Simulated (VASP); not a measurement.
Data:

```yaml
crystal:
  lattice:
    - [0.00000, 2.81473, 2.81473]
    - [2.81473, 0.00000, 2.81473]
    - [2.81473, 2.81473, 0.00000]
  atoms:
    - { symbol: Ge, position: [0.00000, 0.00000, 0.00000] }
    - { symbol: Ge, position: [0.25000, 0.25000, 0.25000] }
```

Level of theory: revTPSS meta-GGA, VASP's PBE PAW potentials (set 64) (plane waves; VASP 6.6.1). Run with 520 eV cut-off, 8×8×8 Γ-centred mesh, Gaussian smearing of 0.050 eV, potentials Ge_d.

Problem. What does the run give for the energy per atom (σ→0), pressure, band gap (on the k-mesh) with the smallest direct gap where there is one?

Solution. 
```yaml
band gap (on the k-mesh): 0.24 eV
smallest direct gap (on the k-mesh): 0.31 eV
energy per atom (σ→0): 1.505 eV/atom
pressure: -2.55 GPa
```

Total energies compare only between runs with the same potentials, cut-off and functional.

The compound is Ge in the diamond structure. This cell is one point of a volume scan, at 1.03 of the reference volume.
